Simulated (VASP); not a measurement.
# BPt (P6_3/mmc) in VASP: electric field gradients with PBE

Aim: the electric field gradients of BPt with PBE.

Everything below comes from runs of VASP 6.6.1. Logs are shortened: lines on timing, memory, paths and dates and some standing lists are left out, and cuts for length are marked.

**1. Starting point**

The structure is hexagonal, space group P6_3/mmc (No. 194). Conventional cell: a = 3.229 Å, b = 3.229 Å, c = 5.261 Å, α = 90.00°, β = 90.00°, γ = 120.00°. B (site symmetry -6m2) is surrounded by 6 Pt at 2.28 Å. Around Pt (site symmetry -3m) lie 6 B at 2.28 Å.

The cell comes from a database or a generator and needn't be the stable form of this composition.

**2. Electric field gradients, PBE**

INCAR

```
SYSTEM = BPt
PREC = Accurate ; ENCUT = 520
EDIFF = 1E-8 ; ISMEAR = -1
SIGMA = 0.05 ; LREAL = .FALSE.
LASPH = .TRUE. ; NELM = 100
ALGO = Fast ; ISIF = 2
LWAVE = .FALSE. ; LCHARG = .FALSE.
GGA = PE ; LEFG = .TRUE.
NBANDS = 21
```

KPOINTS

```
Automatic mesh
0
G
  12 12 6
  0 0 0
```

POSCAR

```
BPt
1.0
    3.2294277022      0.0000000000      0.0000000000
   -1.6147138511      2.7967664298      0.0000000000
    0.0000000000      0.0000000000      5.2612730000
B Pt
2 2
Direct
    0.6666666667      0.3333333333      0.7500000000
    0.3333333333      0.6666666667      0.2500000000
    0.0000000000      0.0000000000      0.0000000000
    0.0000000000      0.0000000000      0.5000000000
```

Potentials or basis: VASP PAW PBE potentials, release 64 (B, Pt).

The run is started by

```sh
cat potpaw_PBE.64/B/POTCAR potpaw_PBE.64/Pt/POTCAR > POTCAR
mpirun -np 1 vasp_std > vasp.out
```

OUTCAR:

```text
SYSTEM = BPt
   PREC = Accurate
   ENCUT = 520
   EDIFF = 1E-8
   ISMEAR = -1
   LREAL = .FALSE.
   LASPH = .TRUE.
   NELM = 100
   ISIF = 2
   GGA = PE

 ion  position               nearest neighbor table
   1  0.667  0.333  0.750-   3 2.28   4 2.28   3 2.28   4 2.28   3 2.28   4 2.28
   2  0.333  0.667  0.250-   3 2.28   4 2.28   3 2.28   4 2.28   3 2.28   4 2.28
   3  0.000  0.000  0.000-   1 2.28   2 2.28   1 2.28   2 2.28   1 2.28   2 2.28   4 2.63   4 2.63

   4  0.000  0.000  0.500-   1 2.28   2 2.28   1 2.28   2 2.28   1 2.28   2 2.28   3 2.63   3 2.63

  LATTYP: Found a hexagonal cell.
 ALAT       =     3.2294277022
 C/A-ratio  =     1.6291657486

  Lattice vectors:

 A1 = (   3.2294277022,   0.0000000000,   0.0000000000)
 A2 = (  -1.6147138511,   2.7967664298,   0.0000000000)
 A3 = (   0.0000000000,   0.0000000000,   5.2612730000)

Analysis of symmetry for initial positions (statically):
=====================================================================
 Subroutine PRICEL returns:
 Original cell was already a primitive cell.

 Routine SETGRP: Setting up the symmetry group for a
 hexagonal supercell.

 Subroutine GETGRP returns: Found 24 space group operations
 (whereof 12 operations were pure point group operations)
 out of a pool of 24 trial point group operations.

The static configuration has the point symmetry D_3d.
 The point group associated with its full space group is D_6h.

Analysis of symmetry for dynamics (positions and initial velocities):
=====================================================================
 Subroutine PRICEL returns:
 Original cell was already a primitive cell.

 Routine SETGRP: Setting up the symmetry group for a
 hexagonal supercell.

 Subroutine GETGRP returns: Found 24 space group operations
 (whereof 12 operations were pure point group operations)
 out of a pool of 24 trial point group operations.

The dynamic configuration has the point symmetry D_3d.
 The point group associated with its full space group is D_6h.

 Subroutine INISYM returns: Found 24 space group operations
 (whereof 12 operations are pure point group operations),
 and found     1 'primitive' translations

----------------------------------------------------------------------------------------

                                     Primitive cell

  volume of cell :      47.5196

  direct lattice vectors                    reciprocal lattice vectors
     3.229427702  0.000000000  0.000000000     0.309652388  0.178777890  0.000000000
    -1.614713851  2.796766430  0.000000000     0.000000000  0.357555779  0.000000000
     0.000000000  0.000000000  5.261273000     0.000000000  0.000000000  0.190068069

  length of vectors
     3.229427702  3.229427702  5.261273000     0.357555779  0.357555779  0.190068069

  position of ions in fractional coordinates (direct lattice)
     0.666666667  0.333333333  0.750000000
     0.333333333  0.666666667  0.250000000
     0.000000000  0.000000000  0.000000000
     0.000000000  0.000000000  0.500000000

  ion indices of the primitive-cell ions
   primitive index   ion index
                 1           1
                 2           2
                 3           3
                 4           4

----------------------------------------------------------------------------------------

 KPOINTS: Automatic mesh

Automatic generation of k-mesh.
 Grid dimensions read from file:
 generate k-points for:   12   12    6

 Generating k-lattice:

  Cartesian coordinates                     Fractional coordinates (reciprocal lattice)
     0.025804366  0.014898157  0.000000000     0.083333333  0.000000000  0.000000000
     0.000000000  0.029796315  0.000000000     0.000000000  0.083333333  0.000000000
     0.000000000  0.000000000  0.031678012     0.000000000  0.000000000  0.166666667

  Length of vectors
[... 38 lines left out ...]
   number of dos      NEDOS =    301   number of ions     NIONS =      4
   total plane-waves  NPLWV =  23040
   dimension x,y,z NGX =    24 NGY =   24 NGZ =   40
   dimension x,y,z NGXF=    48 NGYF=   48 NGZF=   80
   ions per type =               2   2
   NGX,Y,Z   is equivalent  to a cutoff of  12.35, 12.35, 12.64 a.u.
   NGXF,Y,Z  is equivalent  to a cutoff of  24.71, 24.71, 25.28 a.u.
 SYSTEM =  BPt
   PREC   = accura    normal or accurate (medium, high low for compatibility)
   ISTART =      0    job   : 0-new  1-cont  2-samecut
   ICHARG =      2    charge: 1-file 2-atom 10-const
   ISPIN  =      1    spin polarized calculation?
   LNONCOLLINEAR =      F non collinear calculations
   LSORBIT =      F    spin-orbit coupling
   LASPH  =      T    aspherical Exc in radial PAW
   ENCUT  =  520.0 eV  38.22 Ry    6.18 a.u.   6.00  6.00  9.78*2*pi/ulx,y,z
   NELM   =    100;   NELMIN=  2; NELMDL= -5     # of ELM steps
   EDIFF  = 0.1E-07   stopping-criterion for ELM
   LREAL  =      F    real-space projection
   EDIFFG = 0.1E-06   stopping-criterion for IOM
   NSW    =      0    number of steps for IOM
   IBRION =     -1    ionic relax: 0-MD 1-quasi-New 2-CG
   NFREE  =      0    steps in history (QN), initial steepest desc. (CG)
   ISIF   =      2    stress and relaxation
   ISYM   =      2    0-nonsym 1-usesym 2-fastsym
   POTIM  = 0.5000    time-step for ionic-motion
   TEBEG  =    0.0;   TEEND  =   0.0 temperature during run
   PSTRESS=    0.0 pullay stress
   NELECT =      26.0000    total number of electrons
   NUPDOWN=      -1.0000    fix difference up-down
   EMIN   =  10.00;   EMAX   =-10.00  energy-range for DOS
   EFERMI =   0.00;   METHOD = LEGACY
   ISMEAR =    -1;   SIGMA  =   0.05  broadening in eV -4-tet -1-fermi 0-gaus
   EFERMI_NEDOS =   21; number of points for ismear=-14 and -15
   IALGO  =     68    algorithm
   IMIX   =      4    mixing-type and parameters
     AMIX     =   0.40;   BMIX     =  1.00
     AMIX_MAG =   1.60;   BMIX_MAG =  1.00
  volume/ion in A,a.u.               =      11.88        80.17
  Fermi-wavevector in a.u.,A,eV,Ry     =   1.338983  2.530311 24.393554  1.792876
  Thomas-Fermi vector in A             =   2.467411
   LORBIT       =      0    0 simple, 1 ext, 2 COOP (PROOUT), +10 PAW based schemes
   GGA     = PE    functional components
   LHFCALC =     F    Hartree Fock is set to
   AEXX    =    0.0000 exact exchange contribution
   IVDW    =     0    specifies the selected vdW correction
   LEPSILON=     F    determine dielectric tensor
   LRPA    =     F    only Hartree local field effects (RPA)
 non-spin polarized calculation
 RMM-DIIS sequential band-by-band and
  energy-cutoff  :      520.00
  volume of cell :       47.52
 maximum number of plane-waves:      1302
   NGX = 13   NGY = 13   NGZ = 19

 number of electron      25.9999997 magnetization

 Free energy of the ion-electron system (eV)
  ---------------------------------------------------
  ext. energy  EPLUGINS =         0.00000000
  ---------------------------------------------------
  free energy    TOTEN  =       -25.40839275 eV

  energy without entropy =      -25.39832683  energy(sigma->0) =      -25.40335979

 E-fermi :   9.6098     XC(G=0): -12.5877

 val. band max:        9.5877762237   @ k =   0.4167   0.0000   0.0000
 cond. band min:       9.6127245329   @ k =   0.3333   0.1667   0.1667
 fundamental gap:      0.0249483092
 Fermi energy:         9.6097850333

 k-point     1 :       0.0000    0.0000    0.0000
  band No.  band energies     occupation
      1      -2.9796      2.00000
      2       1.5468      2.00000
      3       2.3163      2.00000
      4       2.7779      2.00000
      5       3.3261      2.00000
      6       3.3261      2.00000
[... 565 lines left out ...]
     20      19.0887      0.00000
     21      21.1886      0.00000

 [... further k-points ...]
[... 5 lines left out ...]
  --------------------------------------------------------------------------------------
  -------------------------------------------------------------------------------------
  Total       -0.3301403     -0.3301403     -0.5029626      0.0000000      0.0000000     -0.0000000
  in kB      -11.1310592    -11.1310592    -16.9579610      0.0000000      0.0000000     -0.0000000
  external PRESSURE =     -13.0733598 kB  Pullay stress =       0.0000000 kB

 VOLUME and BASIS-vectors are now :
 -----------------------------------------------------------------------------
  energy-cutoff  :      520.00
  volume of cell :       47.52
      direct lattice vectors                 reciprocal lattice vectors
     3.229427702  0.000000000  0.000000000     0.309652388  0.178777890  0.000000000
    -1.614713851  2.796766430  0.000000000     0.000000000  0.357555779  0.000000000
     0.000000000  0.000000000  5.261273000     0.000000000  0.000000000  0.190068069

 POSITION                                       TOTAL-FORCE (eV/Angst)
 -----------------------------------------------------------------------------------
      1.61471      0.93226      3.94595        -0.000000     -0.000000      0.000000
     -0.00000      1.86451      1.31532         0.000000      0.000000      0.000000
      0.00000      0.00000      0.00000         0.000000      0.000000      0.000000
      0.00000      0.00000      2.63064        -0.000000      0.000000      0.000000
 -----------------------------------------------------------------------------------
    total drift:                               -0.000000      0.000000      0.000000

  FREE ENERGIE OF THE ION-ELECTRON SYSTEM (eV)
  ---------------------------------------------------
  free  energy   TOTEN  =       -25.4083927497 eV

  energy  without entropy=      -25.3983268258  energy(sigma->0) =      -25.40335979

 Electric field gradients (V/A^2)
---------------------------------------------------------------------
 ion       V_xx      V_yy      V_zz      V_xy      V_xz      V_yz
---------------------------------------------------------------------
   1      -0.876    -0.876     1.752    -0.000     0.000    -0.000
   2      -0.876    -0.876     1.752    -0.000    -0.000     0.000
   3     163.686   163.686  -327.371    -0.000     0.000    -0.000
   4     163.686   163.686  -327.371    -0.000    -0.000     0.000
---------------------------------------------------------------------

 Electric field gradients after diagonalization (V/A^2)
 (convention: |V_zz| > |V_xx| > |V_yy|)
----------------------------------------------------------------------
 ion       V_xx      V_yy      V_zz     asymmetry (V_yy - V_xx)/ V_zz
----------------------------------------------------------------------
   1      -0.876    -0.876     1.752       0.000
   2      -0.876    -0.876     1.752       0.000
   3     163.686   163.685  -327.371       0.000
   4     163.686   163.685  -327.371       0.000
----------------------------------------------------------------------

           NMR quadrupolar parameters

 Cq : quadrupolar parameter    Cq=e*Q*V_zz/h
 eta: asymmetry parameters     (V_yy - V_xx)/ V_zz
 Q  : nuclear electric quadrupole moment in mb (millibarn)
----------------------------------------------------------------------
 ion       Cq(MHz)       eta       Q (mb)
----------------------------------------------------------------------
   1       0.004       0.000       1.000
   2       0.004       0.000       1.000
   3      -0.792       0.000       1.000
   4      -0.792       0.000       1.000
----------------------------------------------------------------------
```

It took 52 s on 1 thread of AMD EPYC 9R45 (Zen 5), shared host; peak memory 0.17 GiB.

What came out:

```
Free energy            : -25.4084 eV
Pressure               : -1.3 GPa
Band gap on the k mesh : none (metal or under the smearing width)
```

Levels at points of the mesh, in eV from the Fermi level:
```
           k point  band 11  band 12  band 13  band 14  band 15  band 16
(0.00, 0.00, 0.00)    -2.14    -2.14     1.26     1.96     1.96     2.13
(0.50, 0.00, 0.00)    -2.19    -2.04    -1.71    -1.20    -0.44     4.24
(0.00, 0.00, 0.50)    -3.70    -3.70     0.46     0.46     4.71     4.71
(0.50, 0.00, 0.50)    -2.38    -2.38    -1.42    -1.42     3.24     3.24
```

Electric field gradients, principal values (V/Å²):
```
atom      Vxx      Vyy       Vzz
 1 B   -0.876   -0.876     1.752
 2 B   -0.876   -0.876     1.752
3 Pt  163.685  163.686  -327.371
4 Pt  163.685  163.686  -327.371
```

The run has no spin-orbit coupling, so splittings on Pt are missing.
